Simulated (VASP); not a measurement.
# PtBr2 (R-3m) in VASP: notebook, part 2 of 2

VASP 6.6.1. Earlier steps stand in the parts before.

### 3 Single point, LDA+U, collinear spin, random start

File INCAR:

```
SYSTEM = PtBr2
PREC     = Accurate       ! precision mode
ENCUT    = 520            ! plane-wave cutoff, eV
EDIFF    = 1E-7           ! SCF threshold, eV
ISMEAR   = 0              ! smearing method
SIGMA    = 0.05           ! smearing width, eV
LREAL    = .False.        ! projectors in reciprocal space
LASPH    = .True.         ! aspherical terms in the spheres
NELM     = 60             ! most SCF steps
ALGO     = Fast           ! electronic algorithm
ISIF     = 2              ! what is computed and relaxed
LWAVE    = .False.        ! write WAVECAR
LCHARG   = .False.        ! write CHGCAR
ISPIN    = 2              ! spin polarisation
MAGMOM   = 0.5 0 0        ! initial moments
LORBIT   = 11             ! projections on sites
LMAXMIX  = 4              ! l up to which the mixer works
LDAU     = .True.         ! DFT+U
LDAUTYPE = 2            
LDAUL    = 2 -1           ! shell
LDAUU    = 4 0            ! U, eV
LDAUJ    = 0 0          
LDAUPRINT= 1            
GGA      = CA             ! functional
```

File KPOINTS:

```
Automatic mesh
0
Gamma
  6 6 6
  0 0 0
```

File POSCAR:

```
PtBr2
1.0
    2.0275947800      1.1706323900      6.1301826500
   -2.0275947800      1.1706323900      6.1301826500
    0.0000000000     -2.3412647800      6.1301826500
Pt Br
1 2
Direct
    0.0000000000      0.0000000000      0.0000000000
    0.2520000000      0.2520000000      0.2520000000
    0.7480000000      0.7480000000      0.7480000000
```

Potentials or basis: VASP PAW LDA potentials, release 64 (Pt, Br).

Started as:

```bash
$ cat potpaw_LDA.64/Pt/POTCAR potpaw_LDA.64/Br/POTCAR > POTCAR
$ mpirun -np 1 vasp_std > vasp.out
```

OUTCAR:

```text
SYSTEM = PtBr2
   PREC = Accurate
   ENCUT = 520
   EDIFF = 1E-7
   ISMEAR = 0
   LREAL = .False.
   LASPH = .True.
   NELM = 60
   ISIF = 2
   ISPIN = 2
   LORBIT = 11
   GGA = CA

 ion  position               nearest neighbor table
   1  0.000  0.000  0.000-   3 2.78   2 2.78   3 2.78   3 2.78   2 2.78   2 2.78
   2  0.252  0.252  0.252-   1 2.78   1 2.78   1 2.78
   3  0.748  0.748  0.748-   1 2.78   1 2.78   1 2.78

  LATTYP: Found a trigonal (rhomboedric) cell.
 ALAT       =     6.5620621840
 COS(alpha) =     0.8090535272

  Lattice vectors:

 A1 = (   2.0275947800,   1.1706323900,   6.1301826500)
 A2 = (  -2.0275947800,   1.1706323900,   6.1301826500)
 A3 = (   0.0000000000,  -2.3412647800,   6.1301826500)

Analysis of symmetry for initial positions (statically):
=====================================================================
 Subroutine PRICEL returns:
 Original cell was already a primitive cell.

[... 1148 lines left out ...]
     16       8.8967      0.00000

 [... further k-points ...]

------------------------ aborting loop because EDIFF is reached ----------------------------------------

  FORCE on cell =-STRESS in cart. coord.  units (eV):
  Direction    XX          YY          ZZ          XY          YZ          ZX
  --------------------------------------------------------------------------------------
  -------------------------------------------------------------------------------------
  Total       -5.0993974     -5.0993974     -3.8658532      0.0000000      0.0000000      0.0000000
  in kB      -93.5843172    -93.5843169    -70.9462720      0.0000000      0.0000000      0.0000000
  external PRESSURE =     -86.0383020 kB  Pullay stress =       0.0000000 kB

 VOLUME and BASIS-vectors are now :
 -----------------------------------------------------------------------------
  energy-cutoff  :      520.00
  volume of cell :       87.30
      direct lattice vectors                 reciprocal lattice vectors
     2.027594780  1.170632390  6.130182650     0.246597597  0.142373189  0.054375759
    -2.027594780  1.170632390  6.130182650    -0.246597597  0.142373189  0.054375759
     0.000000000 -2.341264780  6.130182650     0.000000000 -0.284746378  0.054375759

 POSITION                                       TOTAL-FORCE (eV/Angst)
 -----------------------------------------------------------------------------------
      0.00000      0.00000      0.00000        -0.000000      0.000000     -0.000000
      0.00000      0.00000      4.63442         0.000000     -0.000000      1.137933
      0.00000      0.00000     13.75613         0.000000      0.000000     -1.137933
 -----------------------------------------------------------------------------------
    total drift:                                0.000000      0.000000     -0.000000

  FREE ENERGIE OF THE ION-ELECTRON SYSTEM (eV)
  ---------------------------------------------------
  free  energy   TOTEN  =        -8.7963283331 eV

  energy  without entropy=       -8.7963283331  energy(sigma->0) =       -8.79632833

 total charge

# of ion       s       p       d       tot
------------------------------------------
    1        0.446   0.291   8.186   8.923
    2        1.621   3.113   0.023   4.757
    3        1.621   3.113   0.023   4.757
--------------------------------------------------
tot          3.688   6.517   8.231  18.437

 magnetization (x)

# of ion       s       p       d       tot
------------------------------------------
    1        0.005   0.002   1.299   1.306
    2        0.012   0.244   0.004   0.259
    3        0.012   0.244   0.004   0.259
--------------------------------------------------
tot          0.028   0.490   1.306   1.825
```

stdout:

```text
POSCAR found type information on POSCAR PtBr
 POSCAR found :  2 types and       3 ions
 scaLAPACK will be used
 LDA part: xc-table for (Slater(with rela. corr.)+CA(PZ))
 , standard interpolation
 POSCAR, INCAR and KPOINTS ok, starting setup
 FFT: planning ... GRIDC
 FFT: planning ... GRID_SOFT
 FFT: planning ... GRID
 WAVECAR not read
 entering main loop
```

Run time: 4.2 min. Hardware: 1 thread of Intel Xeon Platinum 8488C (Sapphire Rapids), shared host; peak memory 0.34 GiB.

Results:

```
Free energy                                           : -8.7963 eV
Pressure                                              : -8.6 GPa
Largest force                                         : 1.138 eV/Å
Band gap on the k mesh                                : 0.92 eV, indirect (least direct gap 1.11 eV)
Net moment                                            : 2.00 μB per cell
Site moments                                          : Pt +1.31; Br +0.26 μB
Valence electrons inside the program's atomic spheres : Pt 8.92; Br 4.76
```

Forces on the atoms (eV/Å):
```
Pt   0.000  0.000  0.000
Br   0.000  0.000  1.138
Br   0.000  0.000 -1.138
```

Levels at points of the mesh, in eV from the valence-band top:
Spin up:
| k point | band 11 | band 12 | band 13 | band 14 | band 15 | band 16 |
| --- | --- | --- | --- | --- | --- | --- |
| (0.00, 0.00, 0.00) | -1.15 | -0.13 | -0.13 | 1.89 | 4.71 | 7.70 |
| (0.50, 0.00, 0.00) | -2.37 | -0.67 | -0.32 | 3.53 | 5.91 | 7.86 |
| (0.50, 0.50, 0.00) | -2.12 | -0.07 | -0.03 | 2.78 | 5.12 | 7.79 |
| (0.50, 0.50, 0.50) | -1.72 | 0.00 | 0.00 | 3.31 | 4.78 | 8.11 |
Spin down:
```
           k point  band 9  band 10  band 11  band 12  band 13  band 14
(0.00, 0.00, 0.00)   -1.32    -1.32    -0.90     1.48     1.48     2.14
(0.50, 0.00, 0.00)   -2.28    -2.13    -2.12     1.22     1.37     3.87
(0.50, 0.50, 0.00)   -2.28    -2.07    -1.88     1.60     1.60     3.09
(0.50, 0.50, 0.50)   -2.03    -1.47    -1.47     1.56     1.56     3.61
```

Eigenvalues of the final occupation matrices:
```tsv
site	spin	trace	eigenvalues
site 1 d	1	4.77	0.94 0.94 0.94 0.98 0.98
site 1 d	2	3.47	0.34 0.34 0.93 0.93 0.93
```

Caveat: spin-orbit coupling is left out, which moves the levels of the heavy elements; forces of over 1 eV/Å show positions far from the minimum, so gaps and moduli don't describe the material at rest.

### 4 Single point, LDA+U, collinear spin, ferromagnetic start

File INCAR:

```
PREC = Accurate
ENCUT = 520
EDIFF = 1E-6
ISMEAR = 0
SIGMA = 0.05
LREAL = F
LASPH = T
NELM = 80
ALGO = Fast
ISIF = 2
LWAVE = F
LCHARG = F
ISPIN = 2
MAGMOM = 0.5 0 0
LORBIT = 11
NUPDOWN = 1
LMAXMIX = 4
LDAU = T
LDAUTYPE = 2
LDAUL = 2 -1
LDAUU = 4 0
LDAUJ = 0 0
LDAUPRINT = 1
NBANDS = 23
```

File KPOINTS:

```
Automatic mesh
0
Gamma
  6 6 6
```

POSCAR is that of step 3.

Potentials or basis: VASP PAW LDA potentials, release 64 (Pt, Br).

Started as:

```bash
$ cat potpaw_LDA.64/Pt/POTCAR potpaw_LDA.64/Br/POTCAR > POTCAR
$ mpirun -np 1 vasp_std > vasp.out
```

OUTCAR:

```text
PREC = Accurate
   ENCUT = 520
   EDIFF = 1E-6
   ISMEAR = 0
   LREAL = F
   LASPH = T
   NELM = 80
   ISIF = 2
   ISPIN = 2
   LORBIT = 11
   NUPDOWN = 1

 ion  position               nearest neighbor table
   1  0.000  0.000  0.000-   3 2.78   2 2.78   3 2.78   3 2.78   2 2.78   2 2.78
   2  0.252  0.252  0.252-   1 2.78   1 2.78   1 2.78
   3  0.748  0.748  0.748-   1 2.78   1 2.78   1 2.78

  LATTYP: Found a trigonal (rhomboedric) cell.
 ALAT       =     6.5620621840
 COS(alpha) =     0.8090535272

  Lattice vectors:

 A1 = (   2.0275947800,   1.1706323900,   6.1301826500)
 A2 = (  -2.0275947800,   1.1706323900,   6.1301826500)
 A3 = (   0.0000000000,  -2.3412647800,   6.1301826500)

Analysis of symmetry for initial positions (statically):
=====================================================================
 Subroutine PRICEL returns:
 Original cell was already a primitive cell.

 Routine SETGRP: Setting up the symmetry group for a
 trigonal (rhombohedral) supercell.

 Subroutine GETGRP returns: Found 12 space group operations
 (whereof 12 operations were pure point group operations)
 out of a pool of 12 trial point group operations.

The static configuration has the point symmetry D_3d.

Analysis of symmetry for dynamics (positions and initial velocities):
=====================================================================
 Subroutine PRICEL returns:
 Original cell was already a primitive cell.

 Routine SETGRP: Setting up the symmetry group for a
 trigonal (rhombohedral) supercell.

 Subroutine GETGRP returns: Found 12 space group operations
 (whereof 12 operations were pure point group operations)
 out of a pool of 12 trial point group operations.

The dynamic configuration has the point symmetry D_3d.

Analysis of structural, dynamic, and magnetic symmetry:
=====================================================================
 Subroutine PRICEL returns:
 Original cell was already a primitive cell.

 Routine SETGRP: Setting up the symmetry group for a
 trigonal (rhombohedral) supercell.

 Subroutine GETGRP returns: Found 12 space group operations
 (whereof 12 operations were pure point group operations)
 out of a pool of 12 trial point group operations.

The overall configuration has the point symmetry D_3d.

 Subroutine INISYM returns: Found 12 space group operations
 (whereof 12 operations are pure point group operations),
 and found     1 'primitive' translations

----------------------------------------------------------------------------------------

                                     Primitive cell

  volume of cell :      87.3024

[... 120 lines left out ...]
   LHFCALC =     F    Hartree Fock is set to
   AEXX    =    0.0000 exact exchange contribution
   IVDW    =     0    specifies the selected vdW correction
   LEPSILON=     F    determine dielectric tensor
   LRPA    =     F    only Hartree local field effects (RPA)
 spin polarized calculation
 RMM-DIIS sequential band-by-band and
 Gauss-broadening in eV      SIGMA  =   0.05
  energy-cutoff  :      520.00
  volume of cell :       87.30
 maximum number of plane-waves:      2373
 NGX is ok and might be reduce to    50
   NGX = 25   NGY = 25   NGZ = 25

atom =   1  type =  1  l = 2

 onsite density matrix

spin component  1

  0.9090 -0.0000 -0.0000 -0.0249 -0.0000
 -0.0000  0.9011  0.0000 -0.0000 -0.0249
 -0.0000  0.0000  0.9325  0.0000 -0.0000
 -0.0249 -0.0000  0.0000  0.9011  0.0000
 -0.0000 -0.0249 -0.0000  0.0000  0.9090

spin component  2

  0.7851  0.0000 -0.0000 -0.1951 -0.0000
  0.0000  0.6579  0.0000  0.0000 -0.1951
 -0.0000  0.0000  0.9281 -0.0000 -0.0000
 -0.1951  0.0000 -0.0000  0.6579 -0.0000
 -0.0000 -0.1951 -0.0000 -0.0000  0.7851

 occupancies and eigenvectors

  o =  0.5163  v =  0.0000  0.0000  0.0000  0.0000  0.0000  0.0000  0.8093  0.0000  0.0000  0.5874      0.0000  0.0000  0.0000  0.0000  0.0000  0.0000  0.0000  0.0000  0.0000  0.0000
  o =  0.5163  v =  0.0000  0.0000  0.0000  0.0000  0.0000 -0.5874  0.0000 -0.0000 -0.8093 -0.0000      0.0000  0.0000  0.0000  0.0000  0.0000  0.0000  0.0000  0.0000  0.0000  0.0000
  o =  0.8799  v = -0.0000 -0.7605 -0.0000 -0.0000 -0.6494  0.0000  0.0000  0.0000  0.0000  0.0000      0.0000  0.0000  0.0000  0.0000  0.0000  0.0000  0.0000  0.0000  0.0000  0.0000
  o =  0.8799  v = -0.6494  0.0000  0.0000 -0.7605  0.0000  0.0000  0.0000  0.0000  0.0000  0.0000      0.0000  0.0000  0.0000  0.0000  0.0000  0.0000  0.0000  0.0000  0.0000  0.0000
  o =  0.9267  v =  0.0000  0.0000  0.0000  0.0000  0.0000  0.0000 -0.5874  0.0000  0.0000  0.8093      0.0000  0.0000  0.0000  0.0000  0.0000  0.0000  0.0000  0.0000  0.0000  0.0000
  o =  0.9267  v =  0.0000  0.0000  0.0000  0.0000  0.0000 -0.8093  0.0000  0.0000  0.5874  0.0000      0.0000  0.0000  0.0000  0.0000  0.0000  0.0000  0.0000  0.0000  0.0000  0.0000
  o =  0.9281  v =  0.0000  0.0000  0.0000  0.0000  0.0000  0.0000 -0.0000 -1.0000  0.0000  0.0000      0.0000  0.0000  0.0000  0.0000  0.0000  0.0000  0.0000  0.0000  0.0000  0.0000
  o =  0.9302  v = -0.0000  0.6494 -0.0000  0.0000 -0.7605  0.0000  0.0000  0.0000  0.0000  0.0000      0.0000  0.0000  0.0000  0.0000  0.0000  0.0000  0.0000  0.0000  0.0000  0.0000
  o =  0.9302  v =  0.7605  0.0000 -0.0000 -0.6494 -0.0000  0.0000  0.0000  0.0000  0.0000  0.0000      0.0000  0.0000  0.0000  0.0000  0.0000  0.0000  0.0000  0.0000  0.0000  0.0000
  o =  0.9325  v =  0.0000 -0.0000 -1.0000 -0.0000  0.0000  0.0000  0.0000  0.0000  0.0000  0.0000      0.0000  0.0000  0.0000  0.0000  0.0000  0.0000  0.0000  0.0000  0.0000  0.0000

 number of electron      23.9999998 magnetization       0.9999697

 Free energy of the ion-electron system (eV)
  ---------------------------------------------------
  ext. energy  EPLUGINS =         0.00000000
  ---------------------------------------------------
  free energy    TOTEN  =        -8.34886498 eV

  energy without entropy =       -8.34048418  energy(sigma->0) =       -8.34467458

 E-fermi :   2.3717     XC(G=0):  -9.1935

 val. band max:        2.3683688244   @ k =  -0.1667   0.5000   0.1667
 cond. band min:       1.6684095239   @ k =  -0.1667   0.1667   0.0000
 fundamental gap:     -0.6999593005
 Fermi energy:         1.6513600083

 spin component 1

 k-point     1 :       0.0000    0.0000    0.0000
  band No.  band energies     occupation
      1     -13.4906      1.00000
      2     -12.8576      1.00000
      3      -3.4609      1.00000
      4      -2.9564      1.00000
      5      -2.9564      1.00000
      6      -1.2355      1.00000
[... 1241 lines left out ...]
     22      14.1944      0.00000
     23      15.2115      0.00000

 [... further k-points ...]

------------------------ aborting loop because EDIFF is reached ----------------------------------------

  FORCE on cell =-STRESS in cart. coord.  units (eV):
  Direction    XX          YY          ZZ          XY          YZ          ZX
  --------------------------------------------------------------------------------------
  -------------------------------------------------------------------------------------
  Total       -5.8605350     -5.8605350     -4.8218278      0.0000000      0.0000000      0.0000000
  in kB     -107.5527408   -107.5527404    -88.4903497      0.0000000      0.0000000      0.0000000
  external PRESSURE =    -101.1986103 kB  Pullay stress =       0.0000000 kB

 VOLUME and BASIS-vectors are now :
 -----------------------------------------------------------------------------
  energy-cutoff  :      520.00
  volume of cell :       87.30
      direct lattice vectors                 reciprocal lattice vectors
     2.027594780  1.170632390  6.130182650     0.246597597  0.142373189  0.054375759
    -2.027594780  1.170632390  6.130182650    -0.246597597  0.142373189  0.054375759
     0.000000000 -2.341264780  6.130182650     0.000000000 -0.284746378  0.054375759

 POSITION                                       TOTAL-FORCE (eV/Angst)
 -----------------------------------------------------------------------------------
      0.00000      0.00000      0.00000        -0.000000     -0.000000      0.000000
      0.00000      0.00000      4.63442         0.000000      0.000000      1.240568
      0.00000      0.00000     13.75613         0.000000      0.000000     -1.240568
 -----------------------------------------------------------------------------------
    total drift:                                0.000000      0.000000     -0.000000

  FREE ENERGIE OF THE ION-ELECTRON SYSTEM (eV)
  ---------------------------------------------------
  free  energy   TOTEN  =        -8.3488649773 eV

  energy  without entropy=       -8.3404841756  energy(sigma->0) =       -8.34467458

 total charge

# of ion       s       p       d       tot
------------------------------------------
    1        0.423   0.276   8.317   9.016
    2        1.627   3.070   0.026   4.723
    3        1.627   3.070   0.026   4.723
--------------------------------------------------
tot          3.677   6.417   8.369  18.463

 magnetization (x)

# of ion       s       p       d       tot
------------------------------------------
    1        0.004   0.002   0.736   0.742
    2        0.005   0.095   0.002   0.102
    3        0.005   0.095   0.002   0.102
--------------------------------------------------
tot          0.015   0.191   0.740   0.945
```

OSZICAR:

```text
N       E                     dE             d eps       ncg     rms          rms(c)
DAV:   1     0.135916567310E+03    0.13592E+03   -0.10091E+04  2944   0.867E+02
DAV:   2    -0.215299613315E+00   -0.13613E+03   -0.12961E+03  3631   0.185E+02
DAV:   3    -0.801077106713E+01   -0.77955E+01   -0.77068E+01  3644   0.446E+01
DAV:   4    -0.808390047960E+01   -0.73129E-01   -0.73115E-01  3399   0.482E+00
DAV:   5    -0.808484285692E+01   -0.94238E-03   -0.94237E-03  3644   0.542E-01    0.102E+01
RMM:   6    -0.826338370883E+01   -0.17854E+00   -0.29269E-01  2949   0.317E+00    0.587E+00
RMM:   7    -0.832328493798E+01   -0.59901E-01   -0.94101E-02  3015   0.175E+00    0.259E+00
RMM:   8    -0.834549664943E+01   -0.22212E-01   -0.13448E-02  3116   0.772E-01    0.511E-01
RMM:   9    -0.834804920382E+01   -0.25526E-02   -0.29560E-03  3256   0.359E-01    0.171E-01
RMM:  10    -0.834857029417E+01   -0.52109E-03   -0.57747E-04  3247   0.149E-01    0.930E-02
RMM:  11    -0.834881354035E+01   -0.24325E-03   -0.24999E-04  3373   0.103E-01    0.367E-02
RMM:  12    -0.834885178032E+01   -0.38240E-04   -0.29220E-05  3489   0.392E-02    0.203E-02
RMM:  13    -0.834886448252E+01   -0.12702E-04   -0.14785E-05  3380   0.267E-02    0.480E-03
RMM:  14    -0.834886497732E+01   -0.49480E-06   -0.14182E-06  2686   0.838E-03
   1 F= -.83488650E+01 E0= -.83446746E+01  d E =-.838080E-02  mag=     0.9999
```

Run time: 4.5 min. Hardware: 1 thread of Intel Xeon Platinum 8488C (Sapphire Rapids), shared host; peak memory 0.35 GiB.

Results:

```
Free energy                                           : -8.3489 eV
Pressure                                              : -10.1 GPa
Largest force                                         : 1.241 eV/Å
Net moment                                            : 1.00 μB per cell
Site moments                                          : Pt +0.74; Br +0.10 μB
Valence electrons inside the program's atomic spheres : Pt 9.02; Br 4.72
```

Forces in eV/Å, atoms in the order of the input:
```
Pt   0.000  0.000  0.000
Br   0.000  0.000  1.241
Br   0.000  0.000 -1.241
```

Stress tensor (GPa, compression positive):
```
-10.76   0.00   0.00
  0.00 -10.76   0.00
  0.00   0.00  -8.85
```

Eigenvalues of the final occupation matrices:
| site | spin | trace | eigenvalues |
| --- | --- | --- | --- |
| site 1 d | 1 | 4.55 | 0.88 0.88 0.93 0.93 0.93 |
| site 1 d | 2 | 3.81 | 0.52 0.52 0.93 0.93 0.93 |

Caveat: the total moment is fixed, so each spin has its own Fermi level; forces of over 1 eV/Å show positions far from the minimum, so gaps and moduli don't describe the material at rest.

### 5 Overview

```csv
spin,fixed moment (μB),further INCAR settings,gap on the mesh (eV),pressure (GPa),moment (μB),largest force (eV/Å)
"collinear, ferromagnetic start",-,ALGO = Normal; EDIFF = 1e-06,0.92,-8.6,2.00,1.14
"collinear, random start",-,ALGO = Fast; EDIFF = 1e-07,0.92,-8.6,2.00,1.14
"collinear, ferromagnetic start",1,ALGO = Fast; EDIFF = 1e-06; NBANDS = 23,-,-10.1,1.00,1.24
```

Alike in all rows: task single point; level LDA+U; potentials or basis VASP PAW LDA potentials, release 64 (Pt, Br); Pt d U = 4 eV; cell as given; k mesh 6 × 6 × 6; cutoff (eV) 520; smearing gaussian 0.05 eV.

Caveats: forces of over 1 eV/Å show positions far from the minimum, so gaps and moduli don't describe the material at rest; spin-orbit coupling is left out, which moves the levels of the heavy elements (some runs); the total moment is fixed, so each spin has its own Fermi level (some runs).

Total energies depend on the potentials used, so only differences within one code and one set of settings carry meaning.
